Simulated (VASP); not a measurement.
A VASP calculation is set up with these files.

**KPOINTS**
```
Automatic
0
G
 5 5 5
0 0 0
```

INCAR:
```
! general
SYSTEM   =  FeSi
PREC     =  Accurate
ENCUT    =  500   ! plane-wave cut-off (eV)
LREAL    =  .FALSE.   ! projection in real space or not
LASPH    =  .TRUE.   ! aspherical one-centre terms

! electronic loop
EDIFF    =  1E-6
NELM     =  100   ! most electronic steps
ALGO     =  Normal
LMAXMIX  =  4   ! l cut-off of mixed one-centre charges

! smearing
ISMEAR   =  0   ! Gaussian
SIGMA    =  0.05   ! width (eV)

! ions
IBRION   =  2
NSW      =  40   ! most ionic steps
ISIF     =  3
EDIFFG   =  -0.02   ! ionic stop
PSTRESS  =  450   ! kbar

! output
LWAVE    =  .FALSE.
LCHARG   =  .FALSE.
```

POSCAR:
```
FeSi
1.0
  4.1852033475   0.0000000000   0.0000000000
  0.0000000000   4.1852033475   0.0000000000
  0.0000000000   0.0000000000   4.1852033475
Fe Si
4 4
Cart
  3.5928901561   2.6849148651   1.5002884824
  1.5002884824   3.5928901561   2.6849148651
  0.5923131914   0.5923131914   0.5923131914
  2.6849148651   1.5002884824   3.5928901561
  0.6574145719   1.4351871019   2.7500162456
  2.7500162456   0.6574145719   1.4351871019
  3.5277887756   3.5277887756   3.5277887756
  1.4351871019   2.7500162456   0.6574145719
```

POTCAR, in this order: Fe Si (LDA.64 set). Program: vasp_std.

Question: Write an equivalent input for Ansatz.

Answer: One equivalent input (not run):
Ansatz 0.2 input:
```yaml
crystal:
  lattice:
    - [4.1852033, 0.0000000, 0.0000000]
    - [0.0000000, 4.1852033, 0.0000000]
    - [0.0000000, 0.0000000, 4.1852033]
  atoms:
    - { symbol: Fe, position: [0.8584745, 0.6415255, 0.3584745] }
    - { symbol: Fe, position: [0.3584745, 0.8584745, 0.6415255] }
    - { symbol: Fe, position: [0.1415255, 0.1415255, 0.1415255] }
    - { symbol: Fe, position: [0.6415255, 0.3584745, 0.8584745] }
    - { symbol: Si, position: [0.1570807, 0.3429193, 0.6570807] }
    - { symbol: Si, position: [0.6570807, 0.1570807, 0.3429193] }
    - { symbol: Si, position: [0.8429193, 0.8429193, 0.8429193] }
    - { symbol: Si, position: [0.3429193, 0.6570807, 0.1570807] }
kpoints:
  mp_grid: { grid: [5, 5, 5] }
hamiltonian:
  xc: lda
  pseudopotentials: { kind: paw }
scf:
  occupations: { method: gaussian, width: 0.05 }
  max_iter: 100
relax:
  max_steps: 40
  f_tol: 0.02
  cell: { p_target: 45 }
output: { forces: true, stress: true, eigenvalues: true }
```
What does not carry over: each code has its own PAW files, so the cut-off isn't converted (ENCUT is set for VASP's; basis.ecutwfc is left out, and Ansatz then takes the one that its files recommend); Ansatz stops its SCF on the density residual and VASP on the energy change (EDIFF); Ansatz's lda is the Perdew-Wang form, while the LDA potentials of VASP carry Perdew-Zunger's.

The compound is FeSi in the B20 structure. It was relaxed first under an external pressure of 45 GPa.
